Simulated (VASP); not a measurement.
## SnTe: stress against strain

SnTe (rock salt, Fm-3m, 32.281 Å³/atom and stress up to 0.13 GPa in the relaxed cell, cube axes along x, y and z) under a strain ε along a cube axis (axis z), the other axes held. r2SCAN in VASP (plane waves, PAW), 480 eV, 8×8×8 Γ-centred mesh, Gaussian smearing 0.05 eV; ions are relaxed, or left where forces stay under 0.02 eV/Å, within the symmetry of each cell. Stress is positive for a compressed cell.

Here s stands for strain and y for stress zz.

| strain (%) | stress zz (GPa) |
|---|---|
| -1.50 | 2.20 |
| -1.00 | 1.48 |
| -0.50 | 0.78 |
| 0.00 | 0.13 |
| 0.50 | -0.49 |
| 1.00 | -1.07 |
| 1.50 | -1.61 |
| 3.00 | ? |

### Question
Using a straight line, estimate the missing y at s = 3.00 from the other rows, showing the fit.

### Answer
Means: s 0, y 0.203. About the means, the sum of products is -8.9000 and the sum of squares of s is 7.0000; the slope is their ratio. Least squares gives y = 0.203 - 1.2714·s. Residuals (row less fit): 0.090, 0.006, -0.059, -0.073, -0.057, -0.002, 0.094; standard error 0.076 (degrees of freedom: 5). The slope gives the elastic constant C11 = 127 ± 3 GPa (± standard error of the fit, which holds the terms cut off). At the withheld row, y = 0.203 - 1.2714 × 3.0 = -3.611 GPa. The calculation gives -3.04 GPa, 0.571 GPa above the prediction (10.9 % of the range of y in the table). The row lies outside the fitted rows, so this is an extrapolation. From the scatter of the fitted rows alone, a prediction at this place has a standard error of 0.119 GPa, so the miss is 4.8 times that.

A polynomial of degree 2 through the 12 other runs of the series gives -3.05 there, so most of the miss is curvature that the fit leaves out. Spin-orbit coupling is left out, which can shift these values for the heavy elements here. SnTe stands in this structure, which distorts at low temperature. Rows are the converged runs of the series near zero and its far end; series whose fitted rows scatter by over a few per cent of the range, as at a crossing or softening among them, aren't shown in this form, nor equations of state whose B0' disagrees with the runs' pressures. Most that stay on the fit to the last digits aren't either.
